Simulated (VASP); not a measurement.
Data:

```yaml
crystal:
  lattice:
    - [0.00000, 3.14817, 3.14817]
    - [3.14817, 0.00000, 3.14817]
    - [3.14817, 3.14817, 0.00000]
  atoms:
    - { symbol: Mg, position: [0.25000, 0.25000, 0.25000] }
    - { symbol: Mg, position: [0.75000, 0.75000, 0.75000] }
    - { symbol: Si, position: [0.00000, 0.00000, 0.00000] }
```

Level of theory: PBE GGA, VASP's PBE PAW potentials (set 64) (plane waves; VASP). Settings: 480 eV cut-off, 6×6×6 Γ-centred mesh, Gaussian smearing of 0.050 eV, potentials Mg Si.

Q: Estimate the energy per atom (σ→0), pressure.

A: 
The energy per atom (σ→0) is -2.962 eV/atom and the pressure is 1.73 GPa.

The compound is Mg2Si in the antifluorite structure. This cell was strained or had an atom moved on purpose.
